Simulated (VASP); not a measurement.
All values below come from PBE GGA, VASP's PBE PAW potentials (set 64) (plane waves; VASP).

VASP ran on this input.

### POSCAR
```
BP
1
    0.0000000000     2.2660700000     2.2660700000
    2.2660700000     0.0000000000     2.2660700000
    2.2660700000     2.2660700000     0.0000000000
B P
1 1
Direct
  0.0000000000   0.0000000000   0.0000000000
  0.2500000000   0.2500000000   0.2500000000
```

**INCAR**
```
ISMEAR = 0
LCHARG = F
GGA = PE
SYSTEM = BP
ENCUT = 400   # plane-wave cut-off (eV)
PREC = Accurate
LREAL = F
EDIFF = 1E-6   # SCF stop (eV)
LASPH = T   # aspherical one-centre terms
SIGMA = 0.01
ISIF = 2   # forces and stress, cell fixed
NELM = 100
ALGO = Normal
LWAVE = F
```

KPOINTS:
```
Automatic mesh
0
Gamma
10 10 10
0 0 0
```

POTCAR, in this order: B P (PBE.64 set). Program: vasp_std.

What will the output report for the number of irreducible k-points (NKPTS), largest plane-wave count, number of space-group operations, FFT grid (NGX, NGY, NGZ)?

| Item | Result |
|---|---|
| number of irreducible k-points (NKPTS) | 47 |
| largest plane-wave count | 444 |
| number of space-group operations | 24 |
| FFT grid (NGX, NGY, NGZ) | 24 × 24 × 24 |

The structure comes from a computed database's BP entry; how it stands against other phases isn't given here. The cell was not relaxed at this level.
